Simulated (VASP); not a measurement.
Input:

```
ZnS
1.0
    1.92371    -3.33197     0.00000
    1.92371     3.33197     0.00000
    0.00000     0.00000     6.30222
Zn S
2 2
Direct
  0.66667   0.33333   0.50012
  0.33333   0.66667   0.00012
  0.66667   0.33333   0.87488
  0.33333   0.66667   0.37488
```

Computed with PW91 GGA, VASP's PBE PAW potentials (set 64) (plane waves; VASP 6.6.1). Numerical set-up: 520 eV cut-off, Gaussian smearing of 0.050 eV, potentials Zn S.

Question: Give the energies of bands 8 to 21 at the high-symmetry points, in eV from the valence-band maximum.

Answer: 
| band | Γ | M | K | A | L | H |
|---|---|---|---|---|---|---|
| 8 | -5.87 | -5.93 | -5.90 | -6.25 | -5.97 | -5.92 |
| 9 | -5.87 | -5.80 | -5.86 | -5.82 | -5.79 | -5.86 |
| 10 | -5.79 | -5.76 | -5.83 | -5.82 | -5.79 | -5.86 |
| 11 | -5.79 | -5.67 | -5.60 | -5.82 | -5.63 | -5.51 |
| 12 | -5.64 | -5.66 | -5.60 | -5.82 | -5.63 | -5.51 |
| 13 | -5.15 | -4.71 | -4.20 | -2.80 | -4.74 | -4.62 |
| 14 | -0.85 | -4.01 | -4.20 | -2.80 | -4.74 | -4.62 |
| 15 | -0.85 | -3.14 | -3.68 | -0.45 | -1.56 | -2.92 |
| 16 | -0.07 | -2.14 | -2.22 | -0.45 | -1.56 | -2.92 |
| 17 | 0.00 | -1.60 | -2.22 | -0.45 | -1.54 | -1.28 |
| 18 | 0.00 | -0.84 | -2.00 | -0.45 | -1.54 | -1.28 |
| 19 | 2.07 | 3.68 | 4.36 | 3.46 | 3.54 | 4.46 |
| 20 | 3.04 | 4.17 | 5.77 | 3.46 | 3.54 | 4.46 |
| 21 | 6.32 | 5.14 | 5.77 | 6.76 | 5.24 | 6.36 |

The gap is direct, 2.07 eV, from the valence maximum at Γ to the conduction minimum at Γ.

Measured: gap 3.91 eV (computed value off by -1.84 eV), as given by Mehmet Aras et al., The Journal of Chemical Physics (2014), arXiv:1312.4272.

The compound is ZnS in the wurtzite structure, the high-temperature form. It was relaxed first.
